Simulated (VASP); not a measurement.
# CaZr2N2 (I4/mmm) in VASP: notebook

One crystal, CaZr2N2, is run at these levels: PBE; tasks: equation of state.

Program: VASP 6.6.1. These are calculated values, not measurements. Logs are shortened: lines on timing, memory, paths and dates and some standing lists are left out, and cuts for length are marked.

## 1. Starting point

It takes space group I4/mmm (No. 139, tetragonal). The conventional cell has a = 3.259 Å, b = 3.259 Å, c = 14.911 Å, α = 90.00°, β = 90.00°, γ = 90.00°. Ca (site symmetry 4/mmm) is surrounded by 2 N at 2.58 Å. Around Zr (site symmetry 4mm) lie 5 N at 2.24 to 2.31 Å. N (site symmetry 4mm) has 5 Zr at 2.24 to 2.31 Å as nearest neighbours.

The cell was built by a generator and needn't be a form met in nature.

## 2. Equation of state, PBE, 15.84 Å³/atom

The input, INCAR:

```
SYSTEM = CaZr2N2
PREC = Accurate
ENCUT = 520
EDIFF = 1E-6
ISMEAR = 0
SIGMA = 0.1
LREAL = .FALSE.
LASPH = .TRUE.
NELM = 100
ALGO = Normal
ISIF = 4
LWAVE = .FALSE.
LCHARG = .FALSE.
GGA = PE
IBRION = 2
NSW = 30
EDIFFG = -0.02
KPAR = 4
```

The input, KPOINTS:

```
regular mesh
0
G
  12 12 12
  0 0 0
```

The input, POSCAR:

```
CaZr2N2
1.0
   -1.6296700000      1.6296700000      7.4556500000
    1.6296700000     -1.6296700000      7.4556500000
    1.6296700000      1.6296700000     -7.4556500000
Ca Zr N
1 2 2
Direct
    0.0000000000      0.0000000000      0.0000000000
    0.6771090000      0.6771090000      0.0000000000
    0.3228910000      0.3228910000      0.0000000000
    0.1728590000      0.1728590000      0.0000000000
    0.8271410000      0.8271410000      0.0000000000
```

Potentials or basis: VASP PAW PBE potentials, release 64 (Ca_sv, Zr_sv, N).

Launch:

```
> cat potpaw_PBE.64/Ca_sv/POTCAR potpaw_PBE.64/Zr_sv/POTCAR potpaw_PBE.64/N/POTCAR > POTCAR
> mpirun -np 4 vasp_std > vasp.out
```

OUTCAR:

```text
SYSTEM = CaZr2N2
   PREC = Accurate
   ENCUT = 520
   EDIFF = 1E-6
   ISMEAR = 0
   LREAL = .FALSE.
   LASPH = .TRUE.
   NELM = 100
   ISIF = 4
   GGA = PE
   IBRION = 2
   NSW = 30
   EDIFFG = -0.02

 ion  position               nearest neighbor table
   1  0.000  0.000  0.000-   2 3.51   2 3.51   2 3.51   3 3.51   2 3.51   3 3.51   3 3.51   3 3.51

   2  0.677  0.677  0.000-   5 2.24   4 2.31   4 2.31   4 2.31   4 2.31   3 3.17   3 3.17   3 3.17
                             3 3.17   1 3.51   1 3.51   1 3.51   1 3.51
   3  0.323  0.323  0.000-   4 2.24   5 2.31   5 2.31   5 2.31   5 2.31   2 3.17   2 3.17   2 3.17
                             2 3.17   1 3.51   1 3.51   1 3.51   1 3.51
   4  0.173  0.173  0.000-   3 2.24   2 2.31   2 2.31   2 2.31   2 2.31
   5  0.827  0.827  0.000-   2 2.24   3 2.31   3 2.31   3 2.31   3 2.31

  LATTYP: Found a body centered tetragonal cell.
 ALAT       =     3.2593400000
 C/A-ratio  =     4.5749446207

  Lattice vectors:

 A1 = (  -1.6296700000,   1.6296700000,   7.4556500000)
 A2 = (   1.6296700000,  -1.6296700000,   7.4556500000)
 A3 = (   1.6296700000,   1.6296700000,  -7.4556500000)

Analysis of symmetry for initial positions (statically):
=====================================================================
 Subroutine PRICEL returns:
 Original cell was already a primitive cell.

 Routine SETGRP: Setting up the symmetry group for a
 body centered tetragonal supercell.

 Subroutine GETGRP returns: Found 16 space group operations
 (whereof 16 operations were pure point group operations)
 out of a pool of 16 trial point group operations.

The static configuration has the point symmetry D_4h.

Analysis of symmetry for dynamics (positions and initial velocities):
=====================================================================
 Subroutine PRICEL returns:
 Original cell was already a primitive cell.

 Routine SETGRP: Setting up the symmetry group for a
 body centered tetragonal supercell.

 Subroutine GETGRP returns: Found 16 space group operations
 (whereof 16 operations were pure point group operations)
 out of a pool of 16 trial point group operations.

The dynamic configuration has the point symmetry D_4h.

 Subroutine INISYM returns: Found 16 space group operations
 (whereof 16 operations are pure point group operations),
 and found     1 'primitive' translations

[... 103 lines left out ...]
   NSW    =     30    number of steps for IOM
   IBRION =      2    ionic relax: 0-MD 1-quasi-New 2-CG
   NFREE  =      1    steps in history (QN), initial steepest desc. (CG)
   ISIF   =      4    stress and relaxation
   ISYM   =      2    0-nonsym 1-usesym 2-fastsym
   POTIM  = 0.5000    time-step for ionic-motion
   TEBEG  =    0.0;   TEEND  =   0.0 temperature during run
   PSTRESS=    0.0 pullay stress
   NELECT =      44.0000    total number of electrons
   NUPDOWN=      -1.0000    fix difference up-down
   EMIN   =  10.00;   EMAX   =-10.00  energy-range for DOS
   EFERMI =   0.00;   METHOD = LEGACY
   ISMEAR =     0;   SIGMA  =   0.10  broadening in eV -4-tet -1-fermi 0-gaus
   EFERMI_NEDOS =   21; number of points for ismear=-14 and -15
   IALGO  =     38    algorithm
   IMIX   =      4    mixing-type and parameters
     AMIX     =   0.40;   BMIX     =  1.00
     AMIX_MAG =   1.60;   BMIX_MAG =  1.00
  volume/ion in A,a.u.               =      15.84       106.90
  Fermi-wavevector in a.u.,A,eV,Ry     =   1.345790  2.543175 24.642218  1.811152
  Thomas-Fermi vector in A             =   2.473675
   LORBIT       =      0    0 simple, 1 ext, 2 COOP (PROOUT), +10 PAW based schemes
   GGA     = PE    functional components
   LHFCALC =     F    Hartree Fock is set to
   AEXX    =    0.0000 exact exchange contribution
   IVDW    =     0    specifies the selected vdW correction
   LEPSILON=     F    determine dielectric tensor
   LRPA    =     F    only Hartree local field effects (RPA)
 conjugate gradient relaxation of ions
 non-spin polarized calculation
 Gauss-broadening in eV      SIGMA  =   0.10
  energy-cutoff  :      520.00
  volume of cell :       79.20
 maximum number of plane-waves:      2159
 NGX is ok and might be reduce to    60
   NGX = 29   NGY = 29   NGZ = 29

 number of electron      43.9999998 magnetization

 Free energy of the ion-electron system (eV)
  ---------------------------------------------------
  ext. energy  EPLUGINS =         0.00000000
  ---------------------------------------------------
  free energy    TOTEN  =       -41.96197299 eV

  energy without entropy =      -41.94864944  energy(sigma->0) =      -41.95531122

 E-fermi :   8.2064     XC(G=0): -11.0927

 val. band max:        8.2047940167   @ k =  -0.3333   0.0833   0.0000
 cond. band min:       8.2079842513   @ k =  -0.1667   0.1667   0.0000
 fundamental gap:      0.0031902346
 Fermi energy:         8.2063728757

 k-point     1 :       0.0000    0.0000    0.0000
  band No.  band energies     occupation
      1     -41.1068      2.00000
      2     -40.9855      2.00000
      3     -32.4323      2.00000
      4     -19.4513      2.00000
      5     -19.0517      2.00000
      6     -19.0517      2.00000
[... 685 lines left out ...]
     25      10.1637      0.00000
     26      10.8813      0.00000

 [... further k-points ...]

------------------------ aborting loop because EDIFF is reached ----------------------------------------

  FORCE on cell =-STRESS in cart. coord.  units (eV):
  Direction    XX          YY          ZZ          XY          YZ          ZX
  --------------------------------------------------------------------------------------
  -------------------------------------------------------------------------------------
  Total        0.0230506      0.0230506      0.0033066      0.0000000      0.0000000      0.0000000
  in kB        0.4662811      0.4662811      0.0668888      0.0000000      0.0000000      0.0000000
  external PRESSURE =       0.3331503 kB  Pullay stress =       0.0000000 kB

 VOLUME and BASIS-vectors are now :
 -----------------------------------------------------------------------------
  energy-cutoff  :      520.00
  volume of cell :       79.20
      direct lattice vectors                 reciprocal lattice vectors
    -1.629670000  1.629670000  7.455650000     0.000000000  0.306810581  0.067063234
     1.629670000 -1.629670000  7.455650000     0.306810581  0.000000000  0.067063234
     1.629670000  1.629670000 -7.455650000     0.306810581  0.306810581  0.000000000

 POSITION                                       TOTAL-FORCE (eV/Angst)
 -----------------------------------------------------------------------------------
      0.00000      0.00000      0.00000        -0.000000     -0.000000     -0.000000
      0.00000      0.00000     10.09658         0.000000      0.000000     -0.000147
      0.00000      0.00000      4.81472        -0.000000     -0.000000      0.000147
      0.00000      0.00000      2.57755         0.000000      0.000000     -0.004404
      0.00000      0.00000     12.33375        -0.000000     -0.000000      0.004404
 -----------------------------------------------------------------------------------
    total drift:                                0.000000     -0.000000      0.000000

  FREE ENERGIE OF THE ION-ELECTRON SYSTEM (eV)
  ---------------------------------------------------
  free  energy   TOTEN  =       -41.9619729893 eV

  energy  without entropy=      -41.9486494412  energy(sigma->0) =      -41.95531122

 reached required accuracy - stopping structural energy minimisation
```

OSZICAR:

```text
N       E                     dE             d eps       ncg     rms          rms(c)
DAV:   1     0.457937963156E+03    0.45794E+03   -0.23797E+04  8476   0.171E+03
DAV:   2    -0.108815272975E+02   -0.46882E+03   -0.46274E+03 10318   0.474E+02
DAV:   3    -0.467463772118E+02   -0.35865E+02   -0.35392E+02 13170   0.116E+02
DAV:   4    -0.489770187794E+02   -0.22306E+01   -0.22197E+01 12216   0.249E+01
DAV:   5    -0.490741392890E+02   -0.97121E-01   -0.97026E-01 12266   0.427E+00    0.279E+01
DAV:   6    -0.422599360598E+02    0.68142E+01   -0.57295E+01  9616   0.332E+01    0.125E+01
DAV:   7    -0.419986804210E+02    0.26126E+00   -0.58954E+00 11842   0.109E+01    0.705E+00
DAV:   8    -0.419635998321E+02    0.35081E-01   -0.49955E-01 11084   0.398E+00    0.106E+00
DAV:   9    -0.419614963956E+02    0.21034E-02   -0.65070E-02 11868   0.140E+00    0.521E-01
DAV:  10    -0.419618744477E+02   -0.37805E-03   -0.66108E-03 11576   0.677E-01    0.168E-01
DAV:  11    -0.419619868830E+02   -0.11244E-03   -0.91859E-04 12824   0.219E-01    0.520E-02
DAV:  12    -0.419619695753E+02    0.17308E-04   -0.66587E-05 12234   0.661E-02    0.155E-02
DAV:  13    -0.419619737393E+02   -0.41640E-05   -0.83474E-06 11530   0.227E-02    0.504E-03
DAV:  14    -0.419619729893E+02    0.74994E-06   -0.42748E-07  6004   0.592E-03
   1 F= -.41961973E+02 E0= -.41955311E+02  d E =-.419620E+02
```

Wall time 4.5 min (4 MPI ranks of AMD EPYC 9R14 (Zen 4), shared host); peak memory 0.71 GiB.

Results:

* Free energy: -41.9620 eV
* Pressure: 0.0 GPa
* Largest force: 0.004 eV/Å
* Band gap on the k mesh: none (metal or under the smearing width)

## 3. Equation of state, PBE, 15.37 Å³/atom (volume scaled by 0.97)

INCAR is that of step 2.

KPOINTS is that of step 2.

POSCAR: that of step 2 with these lines changed.

```diff
@@ -2,5 +2,5 @@
 1.0
-   -1.6296700000      1.6296700000      7.4556500000
-    1.6296700000     -1.6296700000      7.4556500000
-    1.6296700000      1.6296700000     -7.4556500000
+   -1.6132075613      1.6132075613      7.3803352548
+    1.6132075613     -1.6132075613      7.3803352548
+    1.6132075613      1.6132075613     -7.3803352548
 Ca Zr N
```

Potentials or basis: VASP PAW PBE potentials, release 64 (Ca_sv, Zr_sv, N).

Launch:

```
> cat potpaw_PBE.64/Ca_sv/POTCAR potpaw_PBE.64/Zr_sv/POTCAR potpaw_PBE.64/N/POTCAR > POTCAR
> mpirun -np 4 vasp_std > vasp.out
```

It took 14 min on 4 MPI ranks of AMD EPYC 9R14 (Zen 4), shared host; peak memory 0.74 GiB.

The run converged. Its results:

| Item | Value |
| --- | --- |
| Free energy | -41.9328 eV |
| Pressure | 3.9 GPa |
| Largest force | 0.007 eV/Å |
| Band gap on the k mesh | none (metal or under the smearing width) |

## 4. Equation of state, PBE, 16.32 Å³/atom (volume scaled by 1.03)

INCAR is that of step 3.

KPOINTS is that of step 3.

POSCAR: that of step 3 with these lines changed.

```diff
@@ -2,5 +2,5 @@
 1.0
-   -1.6132075613      1.6132075613      7.3803352548
-    1.6132075613     -1.6132075613      7.3803352548
-    1.6132075613      1.6132075613     -7.3803352548
+   -1.6458063960      1.6458063960      7.5294731179
+    1.6458063960     -1.6458063960      7.5294731179
+    1.6458063960      1.6458063960     -7.5294731179
 Ca Zr N
```

Launch:

```
> cat potpaw_PBE.64/Ca_sv/POTCAR potpaw_PBE.64/Zr_sv/POTCAR potpaw_PBE.64/N/POTCAR > POTCAR
> mpirun -np 4 vasp_std > vasp.out
```

It took 18 min on 4 MPI ranks of AMD EPYC 9R14 (Zen 4), shared host; peak memory 0.76 GiB.

Results (log left out):

```yaml
Free_energy: -41.9402 eV
Pressure: -3.0 GPa
Largest_force: 0.003 eV/Å
Band_gap_on_the_k_mesh: none (metal or under the smearing width)
```

## 5. Equation of state, PBE, 14.89 Å³/atom (volume scaled by 0.94)

INCAR is that of step 4.

KPOINTS is that of step 4.

POSCAR: that of step 4 with these lines changed.

```diff
@@ -2,5 +2,5 @@
 1.0
-   -1.6458063960      1.6458063960      7.5294731179
-    1.6458063960     -1.6458063960      7.5294731179
-    1.6458063960      1.6458063960     -7.5294731179
+   -1.5964020938      1.5964020938      7.3034511714
+    1.5964020938     -1.5964020938      7.3034511714
+    1.5964020938      1.5964020938     -7.3034511714
 Ca Zr N
```

Launch:

```
> cat potpaw_PBE.64/Ca_sv/POTCAR potpaw_PBE.64/Zr_sv/POTCAR potpaw_PBE.64/N/POTCAR > POTCAR
> mpirun -np 4 vasp_std > vasp.out
```

Wall time 18 min (4 MPI ranks of AMD EPYC 9R14 (Zen 4), shared host); peak memory 0.75 GiB.

It converged, with:

- Free energy: -41.8405 eV
- Pressure: 8.6 GPa
- Largest force: 0.011 eV/Å
- Band gap on the k mesh: none (metal or under the smearing width)

## 6. Equation of state, PBE, 16.79 Å³/atom (volume scaled by 1.06)

INCAR is that of step 5.

KPOINTS is that of step 5.

POSCAR: that of step 5 with these lines changed.

```diff
@@ -2,5 +2,5 @@
 1.0
-   -1.5964020938      1.5964020938      7.3034511714
-    1.5964020938     -1.5964020938      7.3034511714
-    1.5964020938      1.5964020938     -7.3034511714
+   -1.6616324283      1.6616324283      7.6018763395
+    1.6616324283     -1.6616324283      7.6018763395
+    1.6616324283      1.6616324283     -7.6018763395
 Ca Zr N
```

Potentials or basis: VASP PAW PBE potentials, release 64 (Ca_sv, Zr_sv, N).

Launch:

```
> cat potpaw_PBE.64/Ca_sv/POTCAR potpaw_PBE.64/Zr_sv/POTCAR potpaw_PBE.64/N/POTCAR > POTCAR
> mpirun -np 4 vasp_std > vasp.out
```

Wall time 19 min (4 MPI ranks of AMD EPYC 9R14 (Zen 4), shared host); peak memory 0.77 GiB.

Results (log left out):

```
Free energy            : -41.8778 eV
Pressure               : -5.4 GPa
Largest force          : 0.010 eV/Å
Band gap on the k mesh : none (metal or under the smearing width)
```

## 7. Equation of state, PBE, 14.42 Å³/atom (volume scaled by 0.91)

INCAR is that of step 6.

KPOINTS is that of step 6.

POSCAR: that of step 6 with these lines changed.

```diff
@@ -2,5 +2,5 @@
 1.0
-   -1.6616324283      1.6616324283      7.6018763395
-    1.6616324283     -1.6616324283      7.6018763395
-    1.6616324283      1.6616324283     -7.6018763395
+   -1.5792351494      1.5792351494      7.2249133516
+    1.5792351494     -1.5792351494      7.2249133516
+    1.5792351494      1.5792351494     -7.2249133516
 Ca Zr N
```

Launch:

```
> cat potpaw_PBE.64/Ca_sv/POTCAR potpaw_PBE.64/Zr_sv/POTCAR potpaw_PBE.64/N/POTCAR > POTCAR
> mpirun -np 4 vasp_std > vasp.out
```

Run time: 17 min. Hardware: 4 MPI ranks of AMD EPYC 9R14 (Zen 4), shared host; peak memory 0.68 GiB.

Results (log left out):

```yaml
Free_energy: -41.6723 eV
Pressure: 14.1 GPa
Largest_force: 0.009 eV/Å
Band_gap_on_the_k_mesh: none (metal or under the smearing width)
```

## 8. Equation of state, PBE, 17.27 Å³/atom (volume scaled by 1.09)

INCAR is that of step 7.

KPOINTS is that of step 7.

POSCAR: that of step 7 with these lines changed.

```diff
@@ -2,5 +2,5 @@
 1.0
-   -1.5792351494      1.5792351494      7.2249133516
-    1.5792351494     -1.5792351494      7.2249133516
-    1.5792351494      1.5792351494     -7.2249133516
+   -1.6771626035      1.6771626035      7.6729260309
+    1.6771626035     -1.6771626035      7.6729260309
+    1.6771626035      1.6771626035     -7.6729260309
 Ca Zr N
```

Launch:

```
> cat potpaw_PBE.64/Ca_sv/POTCAR potpaw_PBE.64/Zr_sv/POTCAR potpaw_PBE.64/N/POTCAR > POTCAR
> mpirun -np 4 vasp_std > vasp.out
```

It took 20 min on 4 MPI ranks of AMD EPYC 9R14 (Zen 4), shared host; peak memory 0.79 GiB.

Results (log left out):

```
Free energy            : -41.7844 eV
Pressure               : -7.1 GPa
Largest force          : 0.008 eV/Å
Band gap on the k mesh : none (metal or under the smearing width)
```
